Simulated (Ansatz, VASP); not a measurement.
# One calculation of ZrCdF4, two programs

```
CELL_PARAMETERS angstrom
0.00000 3.32159 3.32159
3.32159 0.00000 3.32159
3.32159 3.32159 0.00000
ATOMIC_POSITIONS crystal
Zr 0.00000 0.00000 0.00000
Cd 0.25000 0.25000 0.25000
F 0.12304 0.62565 0.62565
F 0.62565 0.62565 0.12304
F 0.62565 0.12304 0.62565
F 0.62565 0.62565 0.62565
```

Change from the starting cell: species swapped into the LuNi4Sn type (F-43m, No. 216).

Alike in both runs: functional PBE; k mesh 4 × 4 × 4; occupations gaussian, width 0.1 eV; no spin polarisation.

Ansatz relaxed the structure, and its values are those at the end. VASP's run is a single point on that final structure, the one shown.

```csv
,VASP,Ansatz
version,VASP 6.6.1,Ansatz 0.2.0
potentials or method,"VASP PAW PBE potentials, release 64 (Zr_sv, Cd, F)","scalar-relativistic, plane waves, PAW"
plane-wave cutoff (eV),520,420
valence electrons in the cell,52,60
```

```tsv
	VASP	Ansatz	Ansatz less VASP
gap on the k mesh at the Fermi level (eV)	0.58	0.59	+0.007
least direct gap on the mesh (eV)	0.80	0.81	+0.008
pressure (GPa)	0.0	0.0	-0.08
rms of the force components (eV/Å)	0.004	0.003	-0.0018
```

The two sets of potentials don't hold the same shells in valence.

A k mesh can miss the band edges.
